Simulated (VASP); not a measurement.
Input for VASP

### KPOINTS
```
Automatic mesh
0
Gamma
  4 4 6
0 0 0
```

POSCAR:
```
PbO2
1.0
  5.0379327363   0.0000000000   0.0000000000
  0.0000000000   5.0379327363   0.0000000000
  0.0000000000   0.0000000000   3.4630320810
Pb O
2 4
Direct
  0.0000000000   0.0000000000   0.0000000000
  0.5000000000   0.5000000000   0.5000000000
  0.3072990571   0.3072990571   1.0000000000
  0.8072990571   0.1927009429   0.5000000000
  0.1927009429   0.8072990571   0.5000000000
  0.6927009429   0.6927009429   0.0000000000
```

**INCAR**
```
SYSTEM = PbO2
PREC = Accurate
ENCUT = 520
EDIFF = 1E-6
NELM = 100
ALGO = Normal
LREAL = .FALSE.
LASPH = .TRUE.
ISMEAR = 0
SIGMA = 0.05
GGA = BO
PARAM1 = 0.1833333333
PARAM2 = 0.22
LUSE_VDW = .TRUE.
AGGAC = 0.0
LMAXMIX = 4
LWAVE = .FALSE.
LCHARG = .FALSE.
IBRION = 2
ISIF = 3
NSW = 60
EDIFFG = -0.02
```

POTCAR, in this order: Pb_d O (PBE.64 set). Program: vasp_std.

Translate this optB88-vdW calculation to Quantum ESPRESSO's pw.x.

One equivalent input (not run):
```
&CONTROL
  calculation = 'vc-relax'
  pseudo_dir = './pseudo'
  outdir = './out'
  tprnfor = .true.
  tstress = .true.
  nstep = 60
  forc_conv_thr = 0.00078
/
&SYSTEM
  ibrav = 0
  nat = 6
  ntyp = 2
  ecutwfc = 84
  occupations = 'smearing'
  smearing = 'gaussian'
  degauss = 0.003675
  input_dft = 'vdw-df-obk8'
/
&ELECTRONS
  conv_thr = 7.3e-08
  electron_maxstep = 100
/
&IONS
/
&CELL
/
ATOMIC_SPECIES
  Pb 207.200 Pb.upf
  O 15.999 O.upf
CELL_PARAMETERS angstrom
     5.0379327    0.0000000    0.0000000
     0.0000000    5.0379327    0.0000000
     0.0000000    0.0000000    3.4630321
ATOMIC_POSITIONS crystal
  Pb   0.0000000  0.0000000  0.0000000
  Pb   0.5000000  0.5000000  0.5000000
  O    0.3072991  0.3072991  1.0000000
  O    0.8072991  0.1927009  0.5000000
  O    0.1927009  0.8072991  0.5000000
  O    0.6927009  0.6927009  0.0000000
K_POINTS automatic
  4 4 6 0 0 0
```
Limits of the translation: the potentials are each code's own (VASP's PAW set, PseudoDojo norm-conserving files in pw.x), so ENCUT and ecutwfc are chosen apart and not converted; conv_thr bounds pw.x's estimated SCF error, while EDIFF bounds the energy change between steps; forc_conv_thr acts on force components and is met together with etot_conv_thr.

The compound is PbO2 in the rutile structure. It was relaxed first, which changed the volume by +5 %. The start is the result of an earlier pass.
